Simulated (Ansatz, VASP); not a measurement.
# GaB3P3N: VASP beside Ansatz

Wanted: the spread between two codes on one cell, functional and k mesh. The cell is generated by rule, not measured, and may not be a known phase. The cell is taken from a series of runs on this material, whose earlier steps may have relaxed, scaled, displaced or heated it; both programs get it as it stands.

Method: plane waves, with VASP 6.6.1 beside it; relaxation of cell and atoms at LDA, in Ansatz 0.2.0.

**1. Starting point**

Symmetry: Pmm2, No. 25, orthorhombic system. The conventional cell has a = 3.131 Å, b = 3.195 Å, c = 9.107 Å, α = 90.00°, β = 90.00°, γ = 90.00°. Nearest to B lie 2 N at 1.76 Å and 2 P at 1.95 Å. Nearest to B lie 4 P at 1.93 to 1.95 Å. Nearest to B lie 4 P at 1.93 to 1.94 Å. Nearest to Ga lie 2 N at 1.94 Å and 2 P at 2.26 Å. Nearest to N lie 2 B at 1.76 Å and 2 Ga at 1.94 Å. Nearest to P lie 4 B at 1.93 to 1.95 Å. Farther neighbours and most contacts between anions are not listed.

**2. Ansatz: relaxation of cell and atoms, LDA, pair 1**

Ansatz runs on its default PAW (the set named soft_2) files.

The relaxed volume is the usual yardstick between codes: in a stiff, nearly cubic crystal its relative difference is about their pressure difference at one cell divided by the bulk modulus.

Input file input.yaml:

```yaml
crystal:
  lattice:
    - [2.2593965244, 2.2593965244, 0.0]
    - [-2.2138237319, 2.2138237319, 0.0]
    - [0.0, 0.0, 9.1067795065]
  atoms:
    - { symbol: B, position: [0.0, 0.0, -0.0051489916] }
    - { symbol: B, position: [0.5, 0.5, 0.2403886361] }
    - { symbol: B, position: [0.0, 0.0, 0.487904279] }
    - { symbol: Ga, position: [0.5, 0.5, 0.7854256265] }
    - { symbol: "N", position: [0.0, 0.5, 0.9059434358] }
    - { symbol: P, position: [0.5, 0.0, 0.116756399] }
    - { symbol: P, position: [0.0, 0.5, 0.3624266754] }
    - { symbol: P, position: [0.5, 0.0, 0.6063039398] }
kpoints:
  mp_grid: { grid: [12, 12, 4] }
hamiltonian:
  xc: lda
scf:
  occupations: { method: methfessel_paxton, width: 0.2 }
output:
  forces: true
  stress: true
  eigenvalues: true
relax:
  adjacent_minimum: "off"
  f_tol: 0.001
  max_steps: 60
  cell: { stress_tol: 0.01 }
```

Run with:

```console
> ansatz run input.yaml --threads 8 --pin off --max-ram 14336MiB --backend cpu --events-out ev --progress --plain --runs-dir out
```

Numbers of over 12 decimals in the logs are rounded to 6 here.

The program printed:

```text
Engine: ansatz 0.2.0, x86_64-unknown-linux-gnu
Pseudopotentials: kind: paw
Pseudopotential: B, paw, valence charge 3, recommended cutoff 420 eV (normal), B.paw.azcp
Pseudopotential: Ga, paw, valence charge 13, recommended cutoff 420 eV (normal), Ga.paw.azcp
Pseudopotential: N, paw, valence charge 5, recommended cutoff 420 eV (normal), N.paw.azcp
Pseudopotential: P, paw, valence charge 5, recommended cutoff 420 eV (normal), P.paw.azcp
Functional definition: SPW92
  exchange = slater_x
  correlation = pw_c
Crystal: 8 atoms, lattice volume = 91.103 Å³
Basis set: ecut = 420 eV, 1799 PW (Γ)
Bands: 29, of which v1, the nominal top of the filled ones, is band 21 counted from 1 (20 counted from 0)
Symmetry: 4 space group operations
Space group: Pmm2 (ITA 25), of the structure as read, at distance tolerance 4.5e-5 Å
k-points: 147 of 576 (time reversal used)
Non-local potential: B, projectors of the file, l = 0: 2, l = 1: 2, l = 2: 1
Non-local potential: Ga, projectors of the file, l = 0: 2, l = 1: 2, l = 2: 3, l = 3: 1
Non-local potential: N, projectors of the file, l = 0: 2, l = 1: 2, l = 2: 1
Non-local potential: P, projectors of the file, l = 0: 2, l = 1: 2, l = 2: 2
PAW form: soft (Blöchl's): semilocal exchange-correlation on the pseudo side does not see the compensation charge
PAW frozen core: B, regenerated for the run's functional, and the local potential with it (the file was generated under x = pbe(κ = 0.804, μ = 0.219515), c = pbe(β = 0.066725))
PAW frozen core: Ga, regenerated for the run's functional, and the local potential with it (the file was generated under x = pbe(κ = 0.804, μ = 0.219515), c = pbe(β = 0.066725))
PAW frozen core: N, regenerated for the run's functional, and the local potential with it (the file was generated under x = pbe(κ = 0.804, μ = 0.219515), c = pbe(β = 0.066725))
PAW frozen core: P, regenerated for the run's functional, and the local potential with it (the file was generated under x = pbe(κ = 0.804, μ = 0.219515), c = pbe(β = 0.066725))
PAW one-centre angular grid: B, 110 points (default); XC on 64 Gauss nodes
PAW one-centre angular grid: Ga, 590 points (default); XC on 64 Gauss nodes
PAW one-centre angular grid: N, 110 points (default); XC on 64 Gauss nodes
PAW one-centre angular grid: P, 110 points (default); XC on 64 Gauss nodes
Initial density: superposition of atomic densities (neutral atoms: chi_scale 0, normalization atom), corrected by the library's trained network
Initial wavefunctions: pseudopotential atomic-orbital guess
Functional: x = slater, c = lda
SCF iter   1: F=—  HF=-6710.280768 eV  |F-HF|=—  |Δ(HF+E_count)|=         —  Δρ=8.86e-3  dr2=8.71e-2  ethr=1.77e-3  ⟨swp⟩=6.5  Hψ=21794  notcnv=0
preconditioner: auto → Kerker (q_TF=auto, 2.398 Å⁻¹)  [metal: Δε(μ)=0.003 eV  Ē_g=12.935 eV  σ=0.200 eV  W_gap=0.01  n_scr=18 (ndim 8)  ℏωp=25.2 eV  f_vac=0.000  D(μ)=0.87/eV (n_scr^D=2)]
SCF iter   2: F=—  HF=-6710.265239 eV  |F-HF|=—  |Δ(HF+E_count)|=   1.55e-2  S|Δr|=    0.00e0  Δρ=3.82e-3  dr2=1.65e-2  ethr=2.07e-4  ⟨swp⟩=1.1  Hψ=5539  notcnv=0
SCF iter   3: F=—  HF=-6710.261882 eV  |F-HF|=—  |Δ(HF+E_count)|=   3.36e-3  S|Δr|=    0.00e0  Δρ=1.35e-3  dr2=2.76e-3  ethr=3.93e-5  ⟨swp⟩=2.2  Hψ=5546  notcnv=0
SCF iter   4: F=—  HF=-6710.261310 eV  |F-HF|=—  |Δ(HF+E_count)|=   5.72e-4  S|Δr|=    0.00e0  Δρ=3.51e-4  dr2=3.11e-4  ethr=6.58e-6  ⟨swp⟩=2.4  Hψ=6882  notcnv=0
SCF iter   5: F=—  HF=-6710.261271 eV  |F-HF|=—  |Δ(HF+E_count)|=   3.95e-5  S|Δr|=    0.00e0  Δρ=1.59e-4  dr2=9.25e-5  ethr=7.41e-7  ⟨swp⟩=2.9  Hψ=7577  notcnv=0
SCF iter   6: F=—  HF=-6710.261255 eV  |F-HF|=—  |Δ(HF+E_count)|=   1.55e-5  S|Δr|=    0.00e0  Δρ=8.22e-5  dr2=2.82e-5  ethr=2.20e-7  ⟨swp⟩=2.0  Hψ=5320  notcnv=0
SCF iter   7: F=—  HF=-6710.261249 eV  |F-HF|=—  |Δ(HF+E_count)|=   6.71e-6  S|Δr|=    0.00e0  Δρ=4.63e-5  dr2=5.47e-6  ethr=6.71e-8  ⟨swp⟩=2.3  Hψ=6567  notcnv=0
SCF iter   8: F=—  HF=-6710.261247 eV  |F-HF|=—  |Δ(HF+E_count)|=   1.04e-6  S|Δr|=    0.00e0  Δρ=1.36e-5  dr2=5.52e-7  ethr=1.30e-8  ⟨swp⟩=2.0  Hψ=6685  notcnv=0
SCF iter   9: F=-6710.261247 eV  HF=-6710.261247 eV  |F-HF|=7.16e-9  |Δ(HF+E_count)|=   7.23e-8  S|Δr|=    0.00e0  Δρ=3.30e-6  dr2=1.38e-8  ethr=2.38e-10  ⟨swp⟩=10.7  Hψ=20949  notcnv=0
SCF 1 converged in 9 iterations: F = -6710.261247 eV  dr2 = 1.38e-8
  greatest PAW one-centre occupation: 0.995 electrons in one spin orbital (limit 2), on the Ga atom at site 3 (counted from 0), in its partial waves of l = 2
relax step   1: F+E_penalty+E_count = -6710.26124740 eV  Δ(F+E_penalty+E_count) = +0.000e0 eV  max|allowed force component| = 9.525e-3 eV/Å  Δτ_max = 0.0000 Å  P = +0.007 GPa  Ω = 91.103 Å³  (9 SCF iters, dr2 threshold 1.00e-7 eV, accepted)
[...]
relax step   3: F+E_penalty+E_count = -6710.26125134 eV  Δ(F+E_penalty+E_count) = -1.543e-6 eV  max|allowed force component| = 2.622e-3 eV/Å  Δτ_max = 0.0006 Å  P = +0.011 GPa  Ω = 91.106 Å³  energy of the carried Pulay correction = -6.985e-6 eV  (6 SCF iters, dr2 threshold 3.42e-9 eV, accepted)
[...]
relax step   4: F+E_penalty+E_count = -6710.26124395 eV  Δ(F+E_penalty+E_count) = +7.389e-6 eV  max|allowed force component| = 4.488e-4 eV/Å  Δτ_max = 0.0002 Å  P = +0.001 GPa  Ω = 91.111 Å³  energy of the carried Pulay correction = -1.507e-5 eV  (5 SCF iters, dr2 threshold 7.45e-10 eV, accepted)
[...]
relax step   5: F+E_penalty+E_count = -6710.26125309 eV  Δ(F+E_penalty+E_count) = -9.137e-6 eV  max|allowed force component| = 4.428e-4 eV/Å  Δτ_max = 0.0000 Å  P = +0.001 GPa  Ω = 91.111 Å³  stress off target by 6.18e-3 GPa  SCF on the basis re-selected at this cell (its energy is not comparable with the rows above)  (7 SCF iters)
basis re-selected at this cell: Δ(F+E_penalty+E_count) = -9.137e-6 eV, ΔP = +0.000 GPa vs the last step (what re-selecting the basis moved, of the pressure what is left beyond the Pulay correction that the steps carried, after the strain that the cell walked since its last selection, with what the two solves' SCF thresholds leave and, on support functions, any second-order correction that the steps lacked; it is no m [...]
SCF converged after 7 iterations
Stability not checked: this state was not tested for a lower state beside it, because cold or Methfessel-Paxton smearing, or corrected tetrahedra, fill the levels in a way that the test cannot read (fill_not_monotonic; see scf.lower_state_search)
Free energy (F): -6710.261253 eV
Harris-Foulkes:  -6710.261253 eV  (|F-HF|=0.00e0)
Internal energy: -6710.258065 eV  (E = F + TS)
E sigma→0 (E₀):  -6710.260456 eV
Entropy (-TS):   -0.003188 eV (-0.398 meV/atom)
Fermi energy:    11.010142 eV
--- Per-component energies (eV) ---
  E_band       = 45.354950
  E_kinetic    = 615.190286
  E_local      = -3021.143875  (includes V_loc(G=0)·N_el)
  E_nonlocal   = 616.861337
  E_hartree    = 1371.026808
  E_xc         = -412.631129
  E_vxc        = -437.737045  (∫ρ·V_xc dr)
  E_paw        = -3869.933417  (= ΣΔE_a)
  E_vpaw       = -469.869333  (= ΣTr[D̂ρ^β])
  E_aug_tail   = -0.000020  (compensation charges beyond the density's cutoff)
  E_ewald      = -2011.926137
  E_core_change = 2.298081  (= ΣΔE_core)
  E_smearing   = -0.003188  (= −TS)
  E_closure    = 0.000000  (closes the sum)
  Σ components = -6710.261253   (vs F -6710.261253, Δ=0.00e0)
--- Forces (eV/Å), atoms counted from 1 ---
  atom   1  B      0.00000000    -0.00000000     0.00012240
  atom   2  B      0.00000000    -0.00000000     0.00044242
  atom   3  B      0.00000000     0.00000000     0.00014728
  atom   4  Ga     0.00000000    -0.00000000    -0.00023257
  atom   5  N     -0.00000000     0.00000000     0.00036048
  atom   6  P     -0.00000000    -0.00000000    -0.00040955
  atom   7  P     -0.00000000     0.00000000    -0.00029309
  atom   8  P     -0.00000000     0.00000000    -0.00014025
  max |Σ_I F_I| component: 2.87e-6 eV/Å
--- Stress (GPa, compression-positive) ---
       -0.000184       0.005995      -0.000000
        0.005995      -0.000184      -0.000000
       -0.000000      -0.000000       0.003413
  P = ⅓ Tr σ = 0.0010 GPa (0.010 kbar)
--- Band table (eV; the first three rows and the last of 147) ---
  k-point 0: bands = [... 17 lower, 8.0052, 9.1625, 9.6859, 10.4717, 11.1890, 11.5530, 11.6762, 12.5334, ... 4 higher]
  k-point 1: bands = [... 17 lower, 8.0945, 8.8074, 9.4964, 10.5370, 11.0265, 11.5055, 11.7528, 12.5599, ... 4 higher]
  k-point 2: bands = [... 17 lower, 8.1106, 8.1854, 9.2801, 10.5878, 10.8733, 11.4559, 11.8425, 12.6185, ... 4 higher]
  k-point 146: bands = [... 17 lower, 4.9224, 4.9767, 5.1778, 5.3945, 12.1235, 12.2549, 12.3920, 12.8209, ... 4 higher]
--- Relaxed structure (4 steps of the walk, 4 accepted, 1 SCFs on fresh bases) ---
  F+E_penalty+E_count = -6710.26125309 eV   max|allowed force component| = 4.428e-4 eV/Å   (the final SCF, on the basis selected at the relaxed cell)
  cell:  # Å, volume = 91.1111 Å³
    - [2.259040, 2.259040, 0]
    - [-2.214507, 2.214507, 0]
    - [0, 0, 9.106262]
  atoms:
    - { symbol: B, position: [0, 0, -0.00516255] }
    - { symbol: B, position: [0.500000, 0.500000, 0.240385] }
    - { symbol: B, position: [0, 0, 0.487897] }
    - { symbol: Ga, position: [0.500000, 0.500000, 0.785340] }
    - { symbol: N, position: [0, 0.5, 0.905935] }
    - { symbol: P, position: [0.5, 0, 0.116780] }
    - { symbol: P, position: [0, 0.5, 0.362465] }
    - { symbol: P, position: [0.5, 0, 0.606361] }
```

The column dr2 measures how far the density is from self-consistency, as an energy; F and HF (Harris–Foulkes) agree once it is small.

(Part 1 of 3 ends here.)

[Lines on the potential files, build, host, timing and source positions are cut from VASP's logs without a mark.]

[Logs are printed without paths, hosts, clocks, repeated set-up lines and the standing remarks that a program may print on its own settings, such as how far it seeks lower states.]

[Hosts, paths, dates, database ids (printed as entryN), source tags and the programs' standing remarks are cut or masked in the printed files.]
